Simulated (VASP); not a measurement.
A convergence study with VASP on C (graphite): a few settings are varied, all else stays as given below, so the limit is that of these other settings. The cell's lengths are 1 % over those of the tabulated start and one atom is moved, so it is off equilibrium.

```
CELL_PARAMETERS angstrom
      1.24230    -2.15173     0.00000
      1.24230     2.15173     0.00000
      0.00000     0.00000     6.77710
ATOMIC_POSITIONS crystal
  C  0.00000 0.00000 0.25000
  C  0.00000 0.00000 0.75000
  C  0.33333 0.66667 0.25000
  C  0.69106 0.35772 0.75000
```

Calculation: PBEsol GGA, VASP's PBE PAW potentials (set 64) (plane waves; VASP). The last row used: LREAL = Auto, 700 eV cut-off, 12×12×4 Γ-centred mesh, first-order Methfessel-Paxton smearing of 0.10 eV, potentials C.

```csv
setting,E (eV/atom),pressure (GPa),largest force (eV/Å),plane waves
"ENCUT = 400, LREAL = .FALSE., PREC = Normal",-9.6202,-8.83,3.092,672
"ENCUT = 500, LREAL = .FALSE., PREC = Normal",-9.6126,-6.53,3.079,938
"ENCUT = 600, LREAL = .FALSE., PREC = Normal",-9.6145,-6.95,3.081,1236
"ENCUT = 700, LREAL = .FALSE., PREC = Normal",(withheld),-7.11,3.085,1589
"ENCUT = 500, LREAL = .FALSE., PREC = Accurate",-9.6126,-6.53,3.079,938
"ENCUT = 600, LREAL = .FALSE., PREC = Accurate",-9.6145,-6.95,3.081,1236
"ENCUT = 400, LREAL = Auto, PREC = Normal",-9.6202,-8.78,3.093,672
"ENCUT = 500, LREAL = Auto, PREC = Normal",-9.6126,(withheld),3.085,938
"ENCUT = 600, LREAL = Auto, PREC = Normal",-9.6146,-6.91,3.081,1236
"ENCUT = 700, LREAL = Auto, PREC = Normal",-9.6186,-7.10,3.085,1589
"ENCUT = 400, LREAL = Auto, PREC = Accurate",-9.6192,-8.87,3.092,672
"ENCUT = 500, LREAL = Auto, PREC = Accurate",-9.6128,-6.61,3.076,938
"ENCUT = 600, LREAL = Auto, PREC = Accurate",-9.6147,-6.97,3.081,1236
"ENCUT = 700, LREAL = Auto, PREC = Accurate",-9.6188,-7.11,3.085,1589
```

Q: Some entries are withheld; supply them.

A: 
- ENCUT = 500, LREAL = Auto, PREC = Normal, pressure (GPa): -6.42
- ENCUT = 700, LREAL = .FALSE., PREC = Normal, E (eV/atom): -9.6185

Left out are rungs that failed or repeat a setting and relaxations that didn't move; long series are thinned to 24 rows.

The compound is C in the graphite structure. The cell was not relaxed at this level, it is distorted from the ideal structure.
